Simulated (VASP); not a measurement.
Here is the system:

```
CELL_PARAMETERS angstrom
     11.52221     0.00000     0.00000
      0.00000    11.52221     0.00000
      0.00000     0.00000    11.52221
ATOMIC_POSITIONS crystal
  Ga 0.49999 0.99964 0.99970
  Ga 0.75021 0.24952 0.00197
  Ga 0.75005 0.00168 0.24959
  Ga 0.99998 0.99991 0.99995
  Ga 0.24971 0.24957 0.99778
  Ga 0.50000 0.49989 0.99987
  Ga 0.75025 0.75015 0.99800
  Ga 0.24961 0.99765 0.24958
  Ga 0.49872 0.25514 0.25528
  Ga 0.74444 0.50103 0.25544
  Ga 0.49999 0.99974 0.49993
  Ga 0.74427 0.25540 0.50124
  Ga 0.75036 0.99780 0.75020
  Ga 0.99985 0.49990 0.99959
  Ga 0.24966 0.75000 0.00170
  Ga 0.99784 0.24953 0.24967
  Ga 0.25520 0.49860 0.25517
  Ga 0.50106 0.74424 0.25545
  Ga 0.99974 0.99987 0.49990
  Ga 0.25541 0.25520 0.49872
  Ga 0.74440 0.74427 0.49875
  Ga 0.24974 0.00163 0.75009
  Ga 0.50121 0.25528 0.74446
  Ga 0.74442 0.49866 0.74438
  Ga 0.00185 0.74996 0.24954
  Ga 0.99991 0.49988 0.49994
  Ga 0.25540 0.74434 0.50100
  Ga 0.00198 0.24946 0.75005
  Ga 0.25553 0.50105 0.74426
  Ga 0.49881 0.74424 0.74427
  Ga 0.99807 0.75005 0.75027
  As 0.62357 0.12781 0.12792
  As 0.87181 0.37624 0.12806
  As 0.87156 0.12800 0.37623
  As 0.12508 0.12503 0.12505
  As 0.37468 0.37460 0.12464
  As 0.62522 0.62520 0.12473
  As 0.87486 0.87482 0.12506
  As 0.37462 0.12454 0.37462
  As 0.60739 0.39226 0.39237
  As 0.87517 0.62517 0.37468
  As 0.62531 0.12454 0.62529
  As 0.87515 0.37461 0.62521
  As 0.87489 0.12502 0.87484
  As 0.12795 0.62354 0.12780
  As 0.37622 0.87156 0.12797
  As 0.12468 0.37457 0.37470
  As 0.39229 0.60725 0.39233
  As 0.62515 0.87497 0.37470
  As 0.12809 0.12783 0.62354
  As 0.39246 0.39222 0.60742
  As 0.60746 0.60724 0.60737
  As 0.87184 0.87160 0.62367
  As 0.37624 0.12790 0.87173
  As 0.62528 0.37461 0.87515
  As 0.87173 0.62365 0.87171
  As 0.12792 0.87168 0.37618
  As 0.12474 0.62520 0.62518
  As 0.37474 0.87499 0.62511
  As 0.12818 0.37617 0.87157
  As 0.37477 0.62517 0.87505
  As 0.62373 0.87159 0.87162
  As 0.12508 0.87481 0.87482
  C  0.49991 0.49988 0.49987
```
Cell charge -1.

These are HSE06 screened hybrid, VASP's PBE PAW potentials (set 64) (plane waves; VASP) values and carry that method's errors. Run with PREC = Normal, LREAL = Auto, ISYM = 0, NELECT = 258.0, EDIFF = 1E-5, 400 eV cut-off, 1×1×1 Γ-centred mesh, Gaussian smearing of 0.050 eV, potentials Ga As C.

The cell is charged, with a uniform compensating background. The supercell is sampled at Γ alone, which is coarse: total energies, pressure and levels can be off, energies of defects by several tenths of an eV.

### Question
Estimate the energy per atom (σ→0).

### Answer

energy per atom (σ→0): -4.874 eV/atom

Total energies compare only between runs with the same potentials, cut-off and functional.

The cell is a supercell with a defect, built from GaAs (zinc blende): C_Ga, charge -1. The cell's shape comes from a PBE relaxation. The run is not spin-polarised, so no state with unpaired spins was tried.
